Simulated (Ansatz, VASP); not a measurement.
# TiW2 in VASP and in Ansatz

INCAR

```
SYSTEM = TiW2
ALGO = Normal ; EDIFF = 1E-6
ENCUT = 520 ; GGA = PE
ISIF = 2 ; ISMEAR = 0
LASPH = .TRUE. ; LCHARG = .TRUE.
LELF = .TRUE. ; LREAL = .FALSE.
LVHAR = .TRUE. ; LWAVE = .FALSE.
NBANDS = 27 ; NELM = 80
PREC = Accurate ; SIGMA = 0.1
```

KPOINTS

```
k-points
0
G
  6 6 4
  0 0 0
```

Contents of POSCAR:

```
TiW2
1.0
    2.8464232200      0.0000000000      0.0000000000
   -1.4232116100      2.4650748200      0.0000000000
    0.0000000000      0.0000000000      6.9722844900
Ti W
1 2
Direct
    0.0000000000      0.0000000000      0.5000000000
    0.3333333300      0.6666666700      0.1666666700
    0.6666666700      0.3333333300      0.8333333300
```

Input for Ansatz:

```yaml
crystal:
  lattice:
    - [2.84642322, 0.0, 0.0]
    - [-1.42321161, 2.46507482, 0.0]
    - [0.0, 0.0, 6.97228449]
  atoms:
    - { symbol: Ti, position: [0.0, 0.0, 0.5] }
    - { symbol: W, position: [0.33333333, 0.66666667, 0.16666667] }
    - { symbol: W, position: [0.66666667, 0.33333333, 0.83333333] }
basis:
  ecutwfc: 420
kpoints:
  mp_grid: { grid: [6, 6, 4] }
hamiltonian:
  xc: pbe
scf:
  occupations: { method: gaussian, width: 0.1 }
  lower_state_search: "off"
output:
  forces: true
  stress: true
  eigenvalues: true
```

Alike in both runs: task single point; functional PBE; k mesh 6 × 6 × 4; occupations gaussian, width 0.1 eV; no spin polarisation.

|  | VASP | Ansatz |
| --- | --- | --- |
| version | VASP 6.6.1 | Ansatz 0.2.0 |
| potentials or method | VASP PAW PBE potentials, release 64 (Ti_sv, W_sv) | scalar-relativistic, plane waves, PAW |
| plane-wave cutoff (eV) | 520 | 420 |
| valence electrons in the cell | 40 | 40 |

```csv
,VASP,Ansatz,Ansatz less VASP
gap on the k mesh at the Fermi level (eV),none,none,-
pressure (GPa),4.0,3.8,-0.20
largest component of the traceless stress (GPa),1.58,1.57,-0.009
rms of the force components (eV/Å),0.129,0.116,-0.0135
```

Atom by atom the forces differ by 0.014 eV/Å (rms over components). A gap of «none» marks a metal or a gap that the smearing closes.

Caveats: the k mesh is coarse (spacing up to 0.42 Å⁻¹), so the values aren't converged. The runs have no spin-orbit coupling, so splittings on W are missing.
